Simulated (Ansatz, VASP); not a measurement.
# Re (Rhenium): VASP beside Ansatz

One calculation is typed for both programs; each brings its own data sets. How far apart do they land? The structure shown is the end of the Ansatz relaxation below.

Program: Ansatz 0.2.0. Level of theory: plane waves, with VASP 6.6.1 beside it; single point at LDA. Results are calculated unless marked as measured.

## (1) The starting structure

It takes space group P6_3/mmc (No. 194, hexagonal). Conventional cell: a = 2.820 Å, b = 2.820 Å, c = 4.324 Å, α = 90.00°, β = 90.00°, γ = 120.00°. Nearest to Re lie 12 Re at 2.71 to 2.82 Å.

## (2) Ansatz: relaxation, LDA

Ansatz runs on its PAW soft_1 files.

This run makes the geometry at which the two programs are then compared.

Contents of input.yaml:

```yaml
crystal:
  lattice:
    - [2.8196725052, 0.0, 0.0]
    - [-1.4098362526, 2.4419080199, 0.0]
    - [0.0, 0.0, 4.3544761852]
  atoms:
    - { symbol: Re, position: [0.3333333333, 0.6666666667, 0.25] }
    - { symbol: Re, position: [0.6666666667, 0.3333333333, 0.75] }
kpoints:
  mp_grid: { grid: [18, 18, 12] }
hamiltonian:
  xc: lda
  pseudopotentials: { kind: paw, azcp: { folder: soft_1 }, xc_functional: pbe }
scf:
  occupations: { method: methfessel_paxton, width: 0.2 }
output:
  forces: true
  stress: true
  eigenvalues: true
relax:
  adjacent_minimum: "off"
  f_tol: 0.001
  max_steps: 60
  cell: { stress_tol: 0.01, fix: [a, b, gamma] }
```

The run is started by

```console
$ ansatz run input.yaml --threads 4 --pin off --max-ram 10240MiB --backend cpu --events-out ev --progress --plain --runs-dir out
```

Numbers of over 12 decimals in the logs are rounded to 6 here.

The log of the run:

```text
Engine: ansatz 0.2.0, x86_64-unknown-linux-gnu
Pseudopotentials: kind: paw
Pseudopotential: Re, paw, valence charge 15, recommended cutoff 420 eV (normal), soft_1/Re.paw.azcp
Functional definition: SPW92
  exchange = slater_x
  correlation = pw_c
Crystal: 2 atoms, lattice volume = 29.982 Å³
Basis set: ecut = 420 eV, 591 PW (Γ)
Bands: 19, of which v1, the nominal top of the filled ones, is band 15 counted from 1 (14 counted from 0)
Symmetry: 24 space group operations
Space group: P63/mmc (ITA 194), of the structure as read, at distance tolerance 3.1e-5 Å
k-points: 259 of 3888
Non-local potential: Re, projectors of the file, l = 0: 3, l = 1: 2, l = 2: 2, l = 3: 1
PAW form: soft (Blöchl's): semilocal exchange-correlation on the pseudo side does not see the compensation charge
PAW frozen core: Re, regenerated for the run's functional, and the local potential with it (the file was generated under x = pbe(κ = 0.804, μ = 0.219515), c = pbe(β = 0.066725))
PAW one-centre angular grid: Re, 590 points (default); XC on 64 Gauss nodes
Initial density: superposition of atomic densities (chi_scale 0.1, normalization cell)
Initial wavefunctions: pseudopotential atomic-orbital guess
Functional: x = slater, c = lda
SCF iter   1: F=—  HF=-21217.446997 eV  |F-HF|=—  |Δ(HF+E_count)|=         —  Δρ=5.91e-2  dr2=9.77e-1  ethr=3.10e-3  ⟨swp⟩=4.5  Hψ=19378  notcnv=0
preconditioner: auto → none  [metal: Δε(μ)=0.006 eV  Ē_g=6.208 eV  σ=0.200 eV  W_gap=0.03  n_scr=8 (ndim 8)  ℏωp=25.4 eV  f_vac=0.000  D(μ)=1.85/eV (n_scr^D=22)  sad-step TF]
SCF iter   2: F=—  HF=-21217.170560 eV  |F-HF|=—  |Δ(HF+E_count)|=   2.76e-1  S|Δr|=    0.00e0  Δρ=3.40e-2  dr2=3.13e-1  ethr=3.10e-3  ⟨swp⟩=2.0  Hψ=7881  notcnv=0  defer=2
SCF iter   3: F=—  HF=-21217.044277 eV  |F-HF|=—  |Δ(HF+E_count)|=   1.26e-1  S|Δr|=    0.00e0  Δρ=1.60e-3  dr2=2.90e-4  ethr=1.04e-3  ⟨swp⟩=2.8  Hψ=9075  notcnv=0  defer=2
SCF iter   4: F=—  HF=-21217.044503 eV  |F-HF|=—  |Δ(HF+E_count)|=   2.26e-4  S|Δr|=    0.00e0  Δρ=1.84e-4  dr2=1.22e-5  ethr=9.68e-7  ⟨swp⟩=2.1  Hψ=7540  notcnv=0  defer=2
SCF iter   5: F=—  HF=-21217.044498 eV  |F-HF|=—  |Δ(HF+E_count)|=   5.29e-6  S|Δr|=    0.00e0  Δρ=3.06e-5  dr2=1.92e-7  ethr=4.06e-8  ⟨swp⟩=2.0  Hψ=6733  notcnv=0  defer=2
SCF iter   6: F=-21217.044498 eV  HF=-21217.044498 eV  |F-HF|=3.32e-9  |Δ(HF+E_count)|=   8.12e-9  S|Δr|=    0.00e0  Δρ=7.67e-6  dr2=1.28e-8  ethr=3.33e-10  ⟨swp⟩=4.6  Hψ=17992  notcnv=0
SCF 1 converged in 6 iterations: F = -21217.044498 eV  dr2 = 1.28e-8
  greatest PAW one-centre occupation: 0.999 electrons in one spin orbital (limit 2), on the Re atom at site 1 (counted from 0), in its partial waves of l = 0
relax step   1: F+E_penalty+E_count = -21217.04449782 eV  Δ(F+E_penalty+E_count) = +0.000e0 eV  max|allowed force component| = 3.469e-17 eV/Å  Δτ_max = 0.0000 Å  P = -15.706 GPa  Ω = 29.982 Å³  fix = [a, b, gamma]  reactions: a -21.178, b -21.178 GPa  (6 SCF iters, dr2 threshold 1.00e-7 eV, accepted)
[...]
relax step   2: F+E_penalty+E_count = -21217.03893660 eV  Δ(F+E_penalty+E_count) = +5.561e-3 eV  max|allowed force component| = 7.401e-17 eV/Å  Δτ_max = 0.0000 Å  P = -8.379 GPa  Ω = 29.423 Å³  energy of the carried Pulay correction = +2.208e-4 eV  fix = [a, b, gamma]  (4 SCF iters, dr2 threshold 2.00e-7 eV, rejected (line search))
[...]
relax step   3: F+E_penalty+E_count = -21217.04773002 eV  Δ(F+E_penalty+E_count) = -3.232e-3 eV  max|allowed force component| = 4.510e-17 eV/Å  Δτ_max = 0.0000 Å  P = -13.154 GPa  Ω = 29.779 Å³  energy of the carried Pulay correction = +7.998e-5 eV  fix = [a, b, gamma]  reactions: a -19.651, b -19.651 GPa  (7 SCF iters, accepted)
[...]
relax step   4: F+E_penalty+E_count = -21217.04773629 eV  Δ(F+E_penalty+E_count) = -6.264e-6 eV  max|allowed force component| = 7.055e-17 eV/Å  Δτ_max = 0.0000 Å  P = -13.062 GPa  Ω = 29.771 Å³  energy of the carried Pulay correction = +8.278e-5 eV  fix = [a, b, gamma]  reactions: a -19.595, b -19.595 GPa  (2 SCF iters, dr2 threshold 6.43e-8 eV, accepted)
[...]
relax step   5: F+E_penalty+E_count = -21217.04765652 eV  Δ(F+E_penalty+E_count) = +7.976e-5 eV  max|allowed force component| = 6.476e-17 eV/Å  Δτ_max = 0.0000 Å  P = -13.063 GPa  Ω = 29.771 Å³  fix = [a, b, gamma]  reactions: a -19.595, b -19.595 GPa  stress off target by 1.35e-3 GPa on what of the cell is left free  SCF on the basis re-selected at this cell (its energy is not comparable with the rows above)  (5 SCF iters)
basis re-selected at this cell: Δ(F+E_penalty+E_count) = +7.976e-5 eV, ΔP = -0.001 GPa vs the last step (what re-selecting the basis moved, of the pressure what is left beyond the Pulay correction that the steps carried, after the strain that the cell walked since its last selection, with what the two solves' SCF thresholds leave and, on support functions, any second-order correction that the steps lacked; it is no m [...]
SCF converged after 5 iterations
Stability not checked: this state was not tested for a lower state beside it, because cold or Methfessel-Paxton smearing, or corrected tetrahedra, fill the levels in a way that the test cannot read (fill_not_monotonic; see scf.lower_state_search)
Free energy (F): -21217.047657 eV
Harris-Foulkes:  -21217.047657 eV  (|F-HF|=1.09e-11)
Internal energy: -21217.048725 eV  (E = F + TS)
E sigma→0 (E₀):  -21217.047924 eV
Entropy (-TS):   0.001069 eV (0.534 meV/atom)
Fermi energy:    23.303409 eV
--- Per-component energies (eV) ---
  E_band       = -161.103015
  E_kinetic    = 1046.322713
  E_local      = -1581.091845  (includes V_loc(G=0)·N_el)
  E_nonlocal   = 171.927041
  E_hartree    = 548.091589
  E_xc         = -708.141050
  E_vxc        = -580.912760  (∫ρ·V_xc dr)
  E_paw        = -16892.921151  (= ΣΔE_a)
  E_vpaw       = -313.531444  (= ΣTr[D̂ρ^β])
  E_aug_tail   = 0.000097  (compensation charges beyond the density's cutoff)
  E_ewald      = -3801.874457
  E_core_change = 0.638340  (= ΣΔE_core)
  E_smearing   = 0.001069  (= −TS)
  E_closure    = 0.000000  (closes the sum)
  Σ components = -21217.047657   (vs F -21217.047657, Δ=0.00e0)
--- Forces (eV/Å), atoms counted from 1 ---
  atom   1  Re    -0.00000000     0.00000000     0.00000000
  atom   2  Re     0.00000000    -0.00000000    -0.00000000
  max |Σ_I F_I| component: 9.25e-18 eV/Å
--- Stress (GPa, compression-positive) ---
      -19.595002       0.000000      -0.000000
        0.000000     -19.595002       0.000000
       -0.000000       0.000000       0.001353
  P = ⅓ Tr σ = -13.0629 GPa (-130.629 kbar)
--- Band table (eV; the first three rows and the last of 259) ---
  k-point 0: bands = [... 11 lower, 21.6805, 22.4112, 22.6536, 22.6536, 23.0653, 23.0653, 24.6372, 26.6409]
  k-point 1: bands = [... 11 lower, 21.6009, 22.3490, 22.5803, 22.5803, 23.2332, 23.2332, 24.3557, 26.6731]
  k-point 2: bands = [... 11 lower, 21.4483, 22.1735, 22.3854, 22.3854, 23.6456, 23.6456, 23.6533, 26.7345]
  k-point 258: bands = [... 11 lower, 19.6755, 21.2599, 21.2599, 23.5149, 23.5149, 26.4109, 26.4109, 32.6099]
--- Relaxed structure (4 steps of the walk, 3 accepted, 1 SCFs on fresh bases) ---
  F+E_penalty+E_count = -21217.04765652 eV   max|allowed force component| = 6.476e-17 eV/Å   (the final SCF, on the basis selected at the relaxed cell)
  cell:  # Å, volume = 29.7714 Å³
    - [2.819673, 0, 0.0]
    - [-1.409836, 2.441908, 0.0]
    - [0.0, 0.0, 4.323863]
  atoms:
    - { symbol: Re, position: [0.333333, 0.666667, 0.25] }
    - { symbol: Re, position: [0.666667, 0.333333, 0.75] }
```

## (3) VASP: single point, LDA, pair 1

The same cell, functional (in two slightly different forms), mesh and smearing now go to VASP, with its own data sets.

Lines of VASP's logs that name or quote its potential files are left out, and so is its time.

Contents of INCAR:

```
SYSTEM = Re
PREC = Accurate
ENCUT = 600
EDIFF = 1E-06
NELM = 120
ISMEAR = 1
SIGMA = 0.2
LREAL = .FALSE.
ALGO = Normal
GGA = PW92
NBANDS = 13
LASPH = .TRUE.
LORBIT = 11
LWAVE = .FALSE.
LCHARG = .FALSE.
ISIF = 2
GGA_COMPAT = .FALSE.
KPAR = 2
```

Contents of POSCAR:

```
Re
1.0
    2.8196725052      0.0000000000      0.0000000000
   -1.4098362526      2.4419080199      0.0000000000
    0.0000000000      0.0000000000      4.3238625808
Re
2
Direct
    0.3333333334      0.6666666668      0.2500000000
    0.6666666668      0.3333333334      0.7500000000
```

Contents of KPOINTS:

```
Automatic mesh
0
Gamma
18 18 12
0 0 0
```

Potentials, in the order of the species: Re (LDA family, release 64).

The run is started by

```console
$ mpirun -np 2 vasp_std
```

The log of the run:

```text
[banner, memory and clock lines left out]
running    2 mpi-ranks, on    1 nodes
 distrk:  each k-point on    1 cores,    2 groups
 distr:  one band on    1 cores,    1 groups

 POSCAR found type information on POSCAR Re
 POSCAR found :  1 types and       2 ions
|                                                                             |
|               ----> ADVICE to this user running VASP <----                  |
|                                                                             |
|     You enforced a specific xc type in the INCAR file but a different       |
|     [... a line on the potential file left out ...]
|     I HOPE YOU KNOW WHAT YOU ARE DOING!                                     |
|                                                                             |

 LDA part: xc-table for (Slater(with rela. corr.)+PW92), standard interpolation
 POSCAR, INCAR and KPOINTS ok, starting setup
 FFT: planning ... GRIDC
 FFT: planning ... GRID_SOFT
 FFT: planning ... GRID
 WAVECAR not read
 entering main loop
       N       E                     dE             d eps       ncg     rms          rms(c)
DAV:   1     0.123282660022E+03    0.12328E+03   -0.63811E+03  7293   0.123E+03
DAV:   2    -0.199615061820E+02   -0.14324E+03   -0.12715E+03 10692   0.455E+02
DAV:   3    -0.286903957880E+02   -0.87289E+01   -0.76099E+01 11305   0.146E+02
DAV:   4    -0.288860075269E+02   -0.19561E+00   -0.19170E+00 11096   0.134E+01
DAV:   5    -0.288871988716E+02   -0.11913E-02   -0.11909E-02 11025   0.176E+00    0.417E+01
DAV:   6    -0.277639186417E+02    0.11233E+01   -0.10227E+00 11473   0.169E+01    0.172E+01
DAV:   7    -0.274273856834E+02    0.33653E+00   -0.61780E-01 11493   0.128E+01    0.398E-01
DAV:   8    -0.274170425392E+02    0.10343E-01   -0.60508E-03 11010   0.813E-01    0.187E-01
DAV:   9    -0.274161211467E+02    0.92139E-03   -0.35769E-04 10039   0.193E-01    0.400E-02
DAV:  10    -0.274161220481E+02   -0.90142E-06   -0.40840E-05 10902   0.549E-02    0.192E-02
DAV:  11    -0.274161219481E+02    0.10005E-06   -0.35911E-07  6581   0.119E-02
   1 F= -.27416122E+02 E0= -.27416411E+02  d E =0.868243E-03
```

From OUTCAR (step 3):

```text
ion  position               nearest neighbor table
   1  0.333  0.667  0.250-   2 2.71   2 2.71   2 2.71   2 2.71   2 2.71   2 2.71
   2  0.667  0.333  0.750-   1 2.71   1 2.71   1 2.71   1 2.71   1 2.71   1 2.71

  LATTYP: Found a hexagonal cell.
 ALAT       =     2.8196725052
 C/A-ratio  =     1.5334626886

 Subroutine GETGRP returns: Found 24 space group operations
 (whereof 12 operations were pure point group operations)

The static configuration has the point symmetry D_3d.
 The point group associated with its full space group is D_6h.

 Found    259 irreducible k-points:

   k-points           NKPTS =    259   k-points in BZ     NKDIM =    259   number of bands    NBANDS=     13

   dimension x,y,z NGX =    24 NGY =   24 NGZ =   36
   dimension x,y,z NGXF=    48 NGYF=   48 NGZF=   72

   ENCUT  =  600.0 eV  44.10 Ry    6.64 a.u.   5.63  5.63  8.64*2*pi/ulx,y,z

   NELECT =      14.0000    total number of electrons

 k-points in reciprocal lattice and weights: Automatic mesh
   0.00000000  0.00000000  0.00000000       0.000
   0.05555556  0.00000000  0.00000000       0.002
   0.11111111  0.00000000  0.00000000       0.002
   0.16666667  0.00000000  0.00000000       0.002
   0.22222222 -0.00000000  0.00000000       0.002
   0.27777778  0.00000000  0.00000000       0.002
   0.33333333 -0.00000000  0.00000000       0.002
   0.38888889 -0.00000000  0.00000000       0.002
   0.44444444 -0.00000000  0.00000000       0.002
[...]
0.33333333  0.27777778  0.50000000       0.003
   0.33333333  0.33333333  0.50000000       0.001

 average (electrostatic) potential at core
       1 -39.5866       2 -39.5866

 E-fermi :   7.6531

 k-point     1 :       0.0000    0.0000    0.0000
  band No.  band energies     occupation
    ...
      5       6.7493      2.00000
      6       6.9911      2.00003
      7       6.9911      2.00003
      8       7.4046      2.07082
      9       7.4046      2.07082
     10       9.0210     -0.00000
     11      10.9844     -0.00000
     12      10.9844     -0.00000
     13      18.1534      0.00000

 k-point     2 :       0.0556    0.0000    0.0000
  band No.  band energies     occupation
    ...
      5       6.9042      2.00000
      6       6.9637      2.00001
      7       7.0915      2.00052
      8       7.2604      2.01797
      9       7.3109      2.03615
     10       8.4957     -0.00000
     11      11.0600     -0.00000
     12      11.6947      0.00000
     13      18.1652      0.00000

 k-point     3 :       0.1111    0.0000    0.0000
  band No.  band energies     occupation
    ...
      5       6.6940      2.00000
      6       6.6951      2.00000
      7       7.0633      2.00025
      8       7.3489      2.05342
      9       7.3881      2.06822
     10       7.8899     -0.07037
     11      11.2541     -0.00000
     12      12.9937      0.00000
     13      18.1646      0.00000

  Total       -3.4741422     -3.4741422      0.1021315     -0.0000000     -0.0000000      0.0000000
  in kB     -186.9641437   -186.9641437      5.4962995     -0.0000000     -0.0000000      0.0000000
  external PRESSURE =    -122.8106626 kB  Pullay stress =       0.0000000 kB

  energy-cutoff  :      600.00
  volume of cell :       29.77
      direct lattice vectors                 reciprocal lattice vectors
     2.819672505  0.000000000  0.000000000     0.354651116  0.204757917  0.000000000
    -1.409836253  2.441908020  0.000000000     0.000000000  0.409515834  0.000000000
     0.000000000  0.000000000  4.323862581     0.000000000  0.000000000  0.231274695

 POSITION                                       TOTAL-FORCE (eV/Angst)
 -----------------------------------------------------------------------------------
      0.00000      1.62794      1.08097        -0.000000      0.000000      0.000000
      1.40984      0.81397      3.24290         0.000000     -0.000000      0.000000
 -----------------------------------------------------------------------------------
    total drift:                               -0.000000     -0.000000      0.000000

  FREE ENERGIE OF THE ION-ELECTRON SYSTEM (eV)
  ---------------------------------------------------
  free  energy   TOTEN  =       -27.4161219481 eV

  energy  without entropy=      -27.4169901915  energy(sigma->0) =      -27.41641136

 total charge
# of ion       s       p       d       tot
------------------------------------------
    1        0.620   0.647   4.883   6.150
    2        0.620   0.647   4.883   6.150
--------------------------------------------------
tot          1.240   1.294   9.766  12.300

[... 3 further parts left out ...]
```

The data set Re keeps the semicore shell frozen, which is cheaper and a little less accurate.

## (4) Side by side

Known differences besides the potentials themselves: the data sets hold 30 valence electrons in Ansatz (on its PAW soft_1 files) and 14 in VASP; the cutoff is 420 eV in Ansatz and 600 eV in VASP; VASP's log shows a relativistic correction to its local exchange, Ansatz's none; Ansatz's pressure holds a Pulay correction, VASP's none. Total energies have different zeros and are not compared.

Both answers:

| quantity | Ansatz | VASP | difference |
| --- | --- | --- | --- |
| pressure (GPa) | -13.06 | -12.28 | -0.78 |

## (5) Ansatz: relaxation, LDA

This run makes the geometry at which the two programs are then compared. The cell compared in this pair holds 30.13 Å³, against 29.77 Å³ for the pair before.

The structure compared here is the end of the Ansatz relaxation.

input.yaml: that of step 2 with these lines changed.

```diff
@@ -2,5 +2,5 @@
   lattice:
-    - [2.8196725052, 0.0, 0.0]
-    - [-1.4098362526, 2.4419080199, 0.0]
-    - [0.0, 0.0, 4.3544761852]
+    - [2.8470479664, 0.0, 0.0]
+    - [-1.4235239832, 2.4656158647, 0.0]
+    - [0.0, 0.0, 4.3238625808]
   atoms:
```

The run is started by

```console
$ ansatz run input.yaml --threads 4 --pin off --max-ram 10240MiB --backend cpu --events-out ev --progress --plain --runs-dir out
```

The log of the run:

```text
[...]
Crystal: 2 atoms, lattice volume = 30.352 Å³
Basis set: ecut = 420 eV, 591 PW (Γ)
Bands: 19, of which v1, the nominal top of the filled ones, is band 15 counted from 1 (14 counted from 0)
Symmetry: 24 space group operations
[...]
k-points: 259 of 3888
[...]
k-point 258: bands = [... 11 lower, 19.3960, 20.9579, 20.9579, 23.2178, 23.2178, 25.9426, 25.9426, 32.0723]
--- Relaxed structure (4 steps of the walk, 3 accepted, 1 SCFs on fresh bases) ---
[...]
cell:  # Å, volume = 30.1286 Å³
    - [2.847048, 0, 0.0]
    - [-1.423524, 2.465616, -3.3629044294646526e-19]
    - [0.0, -5.897405525962613e-19, 4.291991]
  atoms:
    - { symbol: Re, position: [0.333333, 0.666667, 0.25] }
    - { symbol: Re, position: [0.666667, 0.333333, 0.75] }
[key lines of the parts left out:]
SCF converged after 4 iterations
Free energy (F): -21216.967830 eV
Fermi energy:    22.985681 eV
P = ⅓ Tr σ = -16.2739 GPa (-162.739 kbar)
```

## (6) VASP: single point, LDA, pair 2

The same cell, functional (in two slightly different forms), mesh and smearing now go to VASP, with its own data sets.

INCAR is that of step 3.

Contents of POSCAR:

```
Re
1.0
    2.8470479664      0.0000000000      0.0000000000
   -1.4235239832      2.4656158647      0.0000000000
    0.0000000000      0.0000000000      4.2919911168
Re
2
Direct
    0.3333333334      0.6666666668      0.2500000000
    0.6666666668      0.3333333334      0.7500000000
```

KPOINTS is that of step 3.

The run is started by

```console
$ mpirun -np 2 vasp_std
```

The log of the run:

```text
[banner, memory and clock lines left out]
running    2 mpi-ranks, on    1 nodes
[...]
[... a notice as in an earlier step ...]

 LDA part: xc-table for (Slater(with rela. corr.)+PW92), standard interpolation
 POSCAR, INCAR and KPOINTS ok, starting setup
[...]
entering main loop
       N       E                     dE             d eps       ncg     rms          rms(c)
DAV:   1     0.122901708746E+03    0.12290E+03   -0.63310E+03  7210   0.122E+03
DAV:   2    -0.196429806130E+02   -0.14254E+03   -0.12612E+03 10579   0.458E+02
DAV:   3    -0.286100981312E+02   -0.89671E+01   -0.77713E+01 11326   0.147E+02
DAV:   4    -0.288193828790E+02   -0.20928E+00   -0.20449E+00 11108   0.134E+01
[...]
DAV:   9    -0.273386964886E+02    0.84723E-03   -0.33305E-04 10135   0.191E-01    0.384E-02
DAV:  10    -0.273386937374E+02    0.27512E-05   -0.39230E-05 10831   0.543E-02    0.187E-02
DAV:  11    -0.273386939717E+02   -0.23425E-06   -0.39703E-07  6489   0.122E-02
   1 F= -.27338694E+02 E0= -.27338539E+02  d E =-.464098E-03
```

(Part 1 of 2 ends here.)

[Lines on the potential files, build, host, timing and source positions are cut from VASP's logs without a mark.]

[Logs are printed without paths, hosts, clocks, repeated set-up lines and the standing remarks that a program may print on its own settings, such as how far it seeks lower states.]

[Hosts, paths, dates, database ids (printed as entryN), source tags and the programs' standing remarks are cut or masked in the printed files.]
